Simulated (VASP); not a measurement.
# A VASP study of NbCd3 (PBEsol): structure first, properties next

What structure does NbCd3 take at this level, and what are its properties? The steps: relaxing cell and atoms (PBEsol), single point with fields (PBEsol), band structure (PBEsol), total and projected DOS (PBEsol) and field gradients at the nuclei (PBEsol). The start is a cell from a database of measured crystal structures.

Main program and level: VASP 6.6.1; PBEsol; plane waves and PAW (Nb_sv, Cd).

Report form: the programs' logs are mostly left out.

### Step 1. Set-up

Before any relaxation, the start is as follows. The structure is cubic, space group Pm-3m (No. 221). The conventional cell has a = 4.215 Å, b = 4.215 Å, c = 4.215 Å, α = 90.00°, β = 90.00°, γ = 90.00°. Nearest to Nb lie 12 Cd at 2.98 Å. Nearest to Cd lie 4 Nb at 2.98 Å and 8 Cd at 2.98 Å. Farther neighbours are not listed.

### Step 2. Relaxing cell and atoms (PBEsol)

Properties are meant for the cell that this level of theory prefers, so cell and atoms are relaxed first (ISIF = 3) until forces and stress are small; EDIFFG sets the threshold. PBEsol restores the gradient expansion of exchange and is tuned for the cells of solids.

INCAR

```
SYSTEM = NbCd3
PREC = Accurate
ENCUT = 400
EDIFF = 1E-06
NELM = 100
ISMEAR = 1
SIGMA = 0.2
LREAL = .FALSE.
ALGO = Normal
GGA = PS
NBANDS = 30
LASPH = .TRUE.
LORBIT = 11
LWAVE = .FALSE.
LCHARG = .FALSE.
KPAR = 4
IBRION = 2
NSW = 60
ISIF = 3
EDIFFG = -0.01
```

POSCAR

```
NbCd3
1.0
    4.2150000000      0.0000000000      0.0000000000
    0.0000000000      4.2150000000      0.0000000000
    0.0000000000      0.0000000000      4.2150000000
Nb Cd
1 3
Direct
    0.0000000000      0.0000000000      0.0000000000
    0.0000000000      0.5000000000      0.5000000000
    0.5000000000      0.0000000000      0.5000000000
    0.5000000000      0.5000000000      0.0000000000
```

KPOINTS

```
Automatic mesh
0
Gamma
5 5 5
0 0 0
```

PAW data sets: Nb_sv and Cd (PBE family, release 64).

Started as:

```console
> mpirun -np 4 vasp_std
```

Elapsed: 7.4 s, on 4 MPI ranks of Intel Xeon 6975P-C (Granite Rapids), shared host; peak memory 0.62 GiB.

This run has no spin polarisation. Its electron count is odd, so without a moment it is a metal by construction. The k-mesh is coarse for a metal. The PAW data sets were made with PBE, which is usual practice but a small mismatch for other functionals. The run keeps the 48 symmetry operations of its start, so it cannot find a distortion of lower symmetry.

Step by step:

```
step  energy less that of the first step (eV)  largest force (eV/Å)  pressure (GPa)  volume (Å³)
   1                                   0.0000                0.0000            1.11        74.88
   2                                   0.0001                0.0000           -1.11        76.30
   3                                  -0.0024                0.0000           -0.03        75.58
```

```
conventional cell, symmetrised  before  after  change
                         a (Å)   4.215  4.228  +0.3 %
                         b (Å)   4.215  4.228  +0.3 %
                         c (Å)   4.215  4.228  +0.3 %
              volume (Å³/atom)   18.72  18.90  +0.9 %
```

Final coordinates:

```
Nb Cd
1.0
     4.22807    0.00000    0.00000
     0.00000    4.22807    0.00000
     0.00000    0.00000    4.22807
Nb Cd
1 3
Direct
  0.00000 0.00000 0.00000
  0.00000 0.50000 0.50000
  0.50000 0.00000 0.50000
  0.50000 0.50000 0.00000
```

Numbers from this step:

| Property | Result |
| --- | --- |
| electrons | 49 |
| bands | 30 |
| irreducible k-points | 10 |
| symmetry operations | 48 |
| free energy (TOTEN) | -14.09 eV |
| energy at zero smearing | -14.09 eV |
| Fermi energy | 4.846 eV |
| pressure | -0.03391 GPa |
| metallic | yes |
| SCF cycles over all ionic steps | 29 |

It ends with forces that vanish by symmetry and a pressure of -0.03 GPa. The volume lies +0.9 % from that of the database's start.

### Step 3. Single point with fields (PBEsol)

The relaxed cell gets a fresh self-consistent run, on a basis set for its own volume, to fix the density and to check the remaining stress.

Changes to INCAR since step 2:

```diff
@@ -14,7 +14,5 @@
 LWAVE = .FALSE.
-LCHARG = .FALSE.
-KPAR = 4
-IBRION = 2
-NSW = 60
-ISIF = 3
-EDIFFG = -0.01
+LCHARG = .TRUE.
+ISIF = 2
+LELF = .TRUE.
+LVHAR = .TRUE.
```

POSCAR

```
NbCd3
1.0
    4.2280735160      0.0000000000      0.0000000000
    0.0000000000      4.2280735160      0.0000000000
    0.0000000000      0.0000000000      4.2280735160
Nb Cd
1 3
Direct
    0.0000000000      0.0000000000      0.0000000000
    0.0000000000      0.5000000000      0.5000000000
    0.5000000000      0.0000000000      0.5000000000
    0.5000000000      0.5000000000      0.0000000000
```

KPOINTS is that of step 2.

Started as:

```console
> mpirun -np 4 vasp_std
```

It took 3.2 s on 4 MPI ranks; peak memory 0.44 GiB.

This step gave:

| Property | Result |
| --- | --- |
| SCF cycles | 13 |
| bands | 32 |
| pressure | 0.01506 GPa |

Valence electrons inside each PAW sphere by angular momentum. Sphere charges, by row:

```
atom  s (e)  p (e)  d (e)  tot (e)
 Nb1  2.123  5.966  2.472    10.56
 Cd2   0.55  0.424  9.457    10.43
 Cd3   0.55  0.424  9.457    10.43
 Cd4   0.55  0.424  9.457    10.43
```

Valence density in the ac plane at fractional y = 0.000, with atoms of Nb and Cd within 0.2 Å of it. It is the smooth field of the valence electrons, not physical close to the nuclei.

Values in e/Å³, 14 rows by 14 columns, each cell a mean:
```
6.0 4.8 2.2 0.6 0.2 0.1 0.1 0.1 0.1 0.2 0.3 1.0 3.2 5.3
3.7 2.8 1.3 0.4 0.2 0.2 0.2 0.2 0.2 0.2 0.3 0.6 1.8 3.2
1.2 0.9 0.5 0.3 0.2 0.2 0.2 0.2 0.2 0.2 0.2 0.3 0.6 1.0
0.3 0.3 0.2 0.2 0.3 0.4 0.6 0.7 0.5 0.3 0.2 0.2 0.3 0.3
0.2 0.2 0.2 0.2 0.4 1.1 2.1 2.5 1.7 0.8 0.3 0.2 0.2 0.2
0.1 0.1 0.2 0.3 0.8 2.7 5.1 6.2 4.4 1.7 0.5 0.2 0.2 0.1
0.1 0.1 0.2 0.3 1.1 3.8 7.3 8.9 6.2 2.5 0.7 0.2 0.2 0.1
0.1 0.1 0.2 0.3 0.9 3.2 6.1 7.3 5.1 2.1 0.6 0.2 0.2 0.1
0.1 0.1 0.2 0.3 0.6 1.7 3.2 3.8 2.7 1.1 0.4 0.2 0.2 0.1
0.2 0.2 0.2 0.2 0.3 0.6 0.9 1.1 0.8 0.4 0.3 0.2 0.2 0.2
0.7 0.6 0.4 0.2 0.2 0.3 0.3 0.3 0.3 0.2 0.2 0.3 0.4 0.6
2.5 1.9 0.9 0.4 0.2 0.2 0.2 0.2 0.2 0.2 0.2 0.5 1.3 2.2
5.4 4.2 1.9 0.6 0.2 0.1 0.1 0.1 0.1 0.2 0.3 0.9 2.8 4.8
6.7 5.4 2.5 0.7 0.2 0.1 0.1 0.1 0.1 0.2 0.3 1.2 3.7 6.0
```
Columns run along a (4.2 Å), rows up along c (4.2 Å). Atoms in or near the plane, at fractional coordinates: Nb at (0.00, 0.00), Cd at (0.50, 0.50).

ELF in the ac plane at fractional y = 0.000, with atoms of Nb and Cd within 0.2 Å of it. It is the smooth field of the valence electrons, not physical close to the nuclei.

Values, 14 rows by 14 columns, each cell a mean:
```
0.64 0.69 0.63 0.30 0.13 0.22 0.33 0.35 0.30 0.17 0.15 0.43 0.68 0.67
0.68 0.68 0.53 0.24 0.18 0.27 0.32 0.32 0.31 0.24 0.17 0.32 0.62 0.68
0.45 0.40 0.27 0.21 0.27 0.28 0.25 0.24 0.26 0.28 0.24 0.21 0.32 0.43
0.15 0.15 0.19 0.27 0.27 0.26 0.26 0.26 0.26 0.26 0.28 0.24 0.17 0.15
0.15 0.19 0.27 0.27 0.26 0.27 0.21 0.18 0.23 0.28 0.26 0.28 0.24 0.17
0.29 0.30 0.30 0.25 0.27 0.16 0.04 0.02 0.07 0.23 0.26 0.26 0.31 0.30
0.36 0.35 0.30 0.23 0.27 0.10 0.01 0.05 0.02 0.18 0.26 0.24 0.32 0.35
0.32 0.32 0.30 0.24 0.27 0.13 0.02 0.01 0.04 0.21 0.26 0.25 0.32 0.33
0.20 0.24 0.29 0.26 0.27 0.24 0.13 0.10 0.16 0.27 0.26 0.28 0.27 0.22
0.11 0.14 0.21 0.28 0.26 0.27 0.27 0.27 0.27 0.26 0.27 0.27 0.18 0.13
0.31 0.28 0.21 0.23 0.28 0.26 0.24 0.23 0.25 0.27 0.27 0.21 0.24 0.30
0.64 0.61 0.43 0.21 0.21 0.29 0.30 0.30 0.30 0.27 0.19 0.27 0.53 0.63
0.66 0.70 0.61 0.28 0.14 0.24 0.32 0.35 0.30 0.19 0.15 0.40 0.68 0.69
0.60 0.66 0.64 0.31 0.11 0.20 0.32 0.36 0.29 0.15 0.15 0.45 0.68 0.64
```
Columns run along a (4.2 Å), rows up along c (4.2 Å). Atoms in or near the plane, at fractional coordinates: Nb at (0.00, 0.00), Cd at (0.50, 0.50).

Electrostatic potential energy in the ac plane at fractional y = 0.000, with atoms of Nb and Cd within 0.2 Å of it. With pseudopotentials it is smooth inside the atoms' cores, unlike the true potential.

Ten even steps from '_' (-70 eV) to '@' (4 eV), each cell a mean:
```
____--##@@@@@@@@@@@@%%++..__
..::++%%@@@@@@@@@@@@@@##--..
++**%%@@@@@@@@@@@@@@@@%%##++
%%%%@@@@@@%%%%%%%%@@@@@@@@%%
@@@@@@@@%%%%######%%@@@@@@@@
@@@@@@@@%%##########%%@@@@@@
@@@@@@@@%%##########%%@@@@@@
@@@@@@@@%%##########%%@@@@@@
@@@@@@@@%%########%%%%@@@@@@
@@@@@@@@@@%%%%%%%%%%@@@@@@@@
**##%%@@@@@@@@@@@@@@@@@@%%##
::--**%%@@@@@@@@@@@@@@%%++--
____--##@@@@@@@@@@@@%%**::__
____::**@@@@@@@@@@@@%%++..__
```
Columns run along a (4.2 Å; values clipped at the 3rd and 97th percentile), rows up along c (4.2 Å). Atoms in or near the plane, at fractional coordinates: Nb at (0.00, 0.00), Cd at (0.50, 0.50).

In this run the pressure is 0.02 GPa, small enough to go on.

### Step 4. Band structure (PBEsol)

Levels along the symmetry lines show where the bands peak and cross; KPOINTS_OPT computes them in the converged potential.

INCAR

```
SYSTEM = NbCd3
PREC = Accurate
ENCUT = 400
EDIFF = 1E-06
NELM = 100
ISMEAR = 1
SIGMA = 0.2
LREAL = .FALSE.
ALGO = Normal
GGA = PS
NBANDS = 38
LASPH = .TRUE.
LORBIT = 11
LWAVE = .FALSE.
LCHARG = .FALSE.
KPAR = 4
```

POSCAR is that of step 3.

KPOINTS is that of step 3.

KPOINTS_OPT

```
Line mode
16
Line-mode
Reciprocal
  0.00000000   0.00000000   0.00000000 GAMMA
  0.00000000   0.50000000   0.00000000 X

  0.00000000   0.50000000   0.00000000 X
  0.50000000   0.50000000   0.00000000 M

  0.50000000   0.50000000   0.00000000 M
  0.00000000   0.00000000   0.00000000 GAMMA

  0.00000000   0.00000000   0.00000000 GAMMA
  0.50000000   0.50000000   0.50000000 R

  0.50000000   0.50000000   0.50000000 R
  0.00000000   0.50000000   0.00000000 X

  0.50000000   0.50000000   0.00000000 M
  0.50000000   0.50000000   0.50000000 R
```

Started as:

```console
> mpirun -np 4 vasp_std
```

It took 13 s on 4 MPI ranks; peak memory 0.66 GiB; 51 s of CPU time.

Spin-orbit coupling is off here; it would split degenerate levels.

Numbers from this step:

- bands: 38
- pressure: 0.01758 GPa

Electronic bands along the path, in eV, zero at the Fermi level; # counts the bands kept:

| point | #17 | #18 | #19 | #20 | #21 | #22 | #23 | #24 |
| --- | --- | --- | --- | --- | --- | --- | --- | --- |
| Γ | -0.78 | -0.78 | 0.36 | 0.36 | 0.36 | 1.42 | 1.42 | 1.42 |
| 0.47 of the way | -2.84 | -0.73 | -0.26 | -0.26 | 0.80 | 1.39 | 2.47 | 2.47 |
| X | -5.75 | -0.74 | -0.74 | -0.66 | 1.18 | 1.34 | 3.38 | 4.38 |
| 0.47 of the way | -5.04 | -1.71 | -1.02 | -0.49 | 0.50 | 1.29 | 2.50 | 3.01 |
| M | -3.03 | -3.03 | -3.02 | -0.17 | -0.17 | 1.28 | 1.97 | 2.34 |
| 0.47 of the way | -2.94 | -2.53 | -0.56 | -0.25 | 0.48 | 1.34 | 1.84 | 3.93 |
| Γ | -0.78 | -0.78 | 0.36 | 0.36 | 0.36 | 1.42 | 1.42 | 1.42 |
| 0.53 of the way | -2.23 | -2.23 | -2.11 | -0.39 | -0.39 | 1.99 | 2.26 | 2.26 |
| R | -2.25 | -2.25 | -2.20 | -1.06 | -1.06 | -1.06 | 1.67 | 1.67 |
| 0.47 of the way | -4.05 | -1.83 | -0.99 | -0.89 | -0.66 | 1.48 | 1.50 | 2.88 |
| X | -5.75 | -0.74 | -0.74 | -0.66 | 1.18 | 1.34 | 3.38 | 4.38 |
| jump to M | -3.03 | -3.03 | -3.02 | -0.17 | -0.17 | 1.28 | 1.97 | 2.34 |
| 0.47 of the way | -2.79 | -2.79 | -2.34 | -0.43 | -0.43 | 0.78 | 1.45 | 2.00 |
| R | -2.25 | -2.25 | -2.20 | -1.06 | -1.06 | -1.06 | 1.67 | 1.67 |

Of the projections kept (Nb, Cd), the largest for each band there; the rest of the weight can lie on other orbitals:

```csv
point,#17,#18,#19,#20,#21,#22,#23,#24
Γ,Nb 0.59,Nb 0.59,Cd 0.90,Cd 0.90,Cd 0.90,Nb 0.90,Nb 0.90,Nb 0.90
X,Cd 0.83,Nb 0.73,Nb 0.73,Nb 0.77,Nb 0.96,Nb 0.91,Cd 1.00,Cd 0.85
M,Cd 0.94,Cd 0.94,Cd 0.51,Nb 0.82,Nb 0.82,Nb 0.98,Nb 0.87,Nb 0.78
Γ,Nb 0.59,Nb 0.59,Cd 0.90,Cd 0.90,Cd 0.90,Nb 0.90,Nb 0.90,Nb 0.90
R,Cd 0.67,Cd 0.67,Cd 1.00,Cd 0.83,Cd 0.83,Cd 0.83,Nb 0.97,Nb 0.97
X,Cd 0.83,Nb 0.73,Nb 0.73,Nb 0.77,Nb 0.96,Nb 0.91,Cd 1.00,Cd 0.85
```

There is no gap at this level.

### Step 5. Total and projected DOS (PBEsol)

Here the states are counted by energy and projected on the atoms. The mesh is finer than in the run before.

Changes to INCAR since step 4:

```diff
@@ -5,3 +5,3 @@
 NELM = 100
-ISMEAR = 1
+ISMEAR = -5
 SIGMA = 0.2
@@ -16 +16,2 @@
 KPAR = 4
+NEDOS = 2001
```

POSCAR is that of step 4.

KPOINTS

```
Automatic mesh
0
Gamma
8 8 8
0 0 0
```

Started as:

```console
> mpirun -np 4 vasp_std
```

It took 7.2 s on 4 MPI ranks; peak memory 0.75 GiB.

With tetrahedra the forces and stress of a metal are not exact derivatives of the energy.

Numbers from this step:

```yaml
scf_cycles: 12
irreducible_k_points: 35
free_energy_toten: -14.13 eV
fermi_energy: 4.996 eV
pressure: -0.09066 GPa
dos_at_the_fermi_level: 1.561 states/eV/cell
```

The density of states has structure finer than the step of the table below, so its rows give means over 0.5 eV, whole bins alone (the curve runs from -12.0 to 3.79 eV). Peaks (eV: height): total -8.95: 19.5, -8.72: 21.9, -8.57: 19.6, -8.34: 29.5; Nb d -0.76: 2.18, 1.22: 4.42, 1.97: 1.61; Cd p -1.52: 0.352, -0.76: 0.7, 1.22: 0.264, 1.97: 0.289; Cd s -8.19: 0.281, -7.66: 0.244, -6.14: 0.262, -2.43: 0.455; Cd d -8.95: 17.3, -8.72: 19.9, -8.57: 17.7, -8.34: 27.4.

States under -12.0 eV and over 3.8 eV are left out. Table of density of states by energy, zero at the Fermi level; means over each step; values in states/eV/cell:

```
energy (eV)  total     Nb d     Cd p     Cd s    Cd d
      -10.0      0        0        0        0       0
       -9.5   1.84  0.00435  0.00301   0.0222    1.60
       -9.0   17.2   0.0502   0.0520    0.145    15.3
       -8.5   20.0   0.0704   0.0595    0.134    18.3
       -8.0   16.8   0.0271   0.0461    0.127    15.7
       -7.5   4.70  0.00143   0.0158    0.129    4.24
       -7.0  0.566  0.00303   0.0196    0.141   0.159
       -6.5  0.683  0.00827   0.0344    0.208  0.0790
       -6.0  0.800   0.0192   0.0512    0.244  0.0700
       -5.5  0.785   0.0335   0.0669    0.220  0.0533
       -5.0  0.645   0.0281   0.0649    0.160  0.0442
       -4.5  0.700   0.0318   0.0773    0.154  0.0517
       -4.0   1.05   0.0607    0.124    0.209  0.0783
       -3.5  0.947   0.0655    0.112    0.187  0.0751
       -3.0   1.13   0.0951    0.112    0.253   0.110
       -2.5   1.78    0.240    0.145    0.400   0.191
       -2.0   1.56    0.295    0.176    0.234   0.125
       -1.5   2.14    0.547    0.275    0.178   0.143
       -1.0   3.81     1.31    0.535   0.0769   0.195
       -0.5   3.74     1.64    0.454   0.0358   0.172
        0.0   1.66    0.827    0.165   0.0141  0.0824
        0.5   1.30    0.699    0.107  0.00992  0.0750
        1.0   2.66     1.67    0.131   0.0163  0.0909
        1.5   2.30     1.41    0.132   0.0134  0.0915
        2.0   2.91     1.37    0.258   0.0539   0.193
        2.5   1.94    0.778    0.223   0.0670   0.127
        3.0   1.62    0.513    0.203    0.158  0.0982
        3.5  0.610    0.134   0.0745    0.112  0.0348
```

The finer mesh and the other smearing move the Fermi level by +0.15 eV from the 5×5×5 run, one measure of the sampling error in the zero of the bands above. Of the states within 0.3 eV of the Fermi level, the largest shares in the PAW spheres are Nb d 50 % and Cd p 10 %. The rest lies in smaller channels or between the spheres.

### Step 6. Field gradients at the nuclei (PBEsol)

Field gradients probe how far the charge around each nucleus departs from cubic symmetry; LASPH keeps the non-spherical terms inside the spheres.

INCAR

```
SYSTEM = NbCd3
PREC = Accurate
ENCUT = 400
EDIFF = 1E-07
NELM = 100
ISMEAR = 1
SIGMA = 0.2
LREAL = .FALSE.
ALGO = Normal
GGA = PS
NBANDS = 30
LASPH = .TRUE.
LORBIT = 11
LWAVE = .FALSE.
LCHARG = .FALSE.
KPAR = 4
LEFG = .TRUE.
```

POSCAR is that of step 5.

KPOINTS

```
Automatic mesh
0
Gamma
5 5 5
0 0 0
```

Started as:

```console
> mpirun -np 4 vasp_std
```

Run time: 3.6 s. Hardware: 4 MPI ranks; peak memory 0.59 GiB; 12 s of CPU time.

Numbers from this step:

```yaml
scf_cycles: 14
bands: 30
irreducible_k_points: 10
free_energy_toten: -14.09 eV
fermi_energy: 4.846 eV
pressure: 0.01225 GPa
```

Electric field gradients, by row:

```
atom  Vxx (V/Å²)  Vyy (V/Å²)  Vzz (V/Å²)  asymmetry
 Nb1           0           0           0          -
 Cd2      -51.15      -51.15       102.3          0
 Cd3      -51.15      -51.15       102.3          0
 Cd4      -51.15      -51.15       102.3          0
```

The largest gradient, 102.30 V/Å², sits on Cd2 and like sites; the stable nuclei of Cd have no quadrupole moment in their ground state, so NMR and NQR don't see it.

### Step 7. Summary of results

```
relaxed volume                            : 18.90 Å³/atom
relaxed conventional cell a, b, c         : 4.228, 4.228, 4.228 Å
space group after relaxing, within 0.02 Å : Pm-3m (No. 221)
band gap                                  : none, a metal
DOS at the Fermi level                    : 1.56 states/eV/cell
largest field gradient Vzz                : 102.30 V/Å² on Cd2
```

What this shows: With PBEsol, NbCd3 relaxes to 18.90 Å³/atom in space group Pm-3m (held by the symmetry of the run) and comes out as a metal. Against the listed cell the volume lies +0.9 %. Band structure (PBEsol): Of the bands kept, 4 cross the Fermi level on this path. Spin-orbit coupling is left out; it would split some degenerate bands. The k-sampling is coarse for a metal, so the Fermi level, pressures and the shape of the cell carry errors. With an odd electron count and no spin the cell is a metal by construction. No search among competing phases was made, and a listed structure need not be the one stable at ambient conditions. All values are for a static lattice at zero temperature.

[Lines on the potential files, build, host, timing and source positions are cut from VASP's logs without a mark.]

[Logs are printed without paths, hosts, clocks, repeated set-up lines and the standing remarks that a program may print on its own settings, such as how far it seeks lower states.]

[Hosts, paths, dates, database ids (printed as entryN), source tags and the programs' standing remarks are cut or masked in the printed files.]

[A measured line is paired with the nearest computed mode of its activity, which favours agreement.]
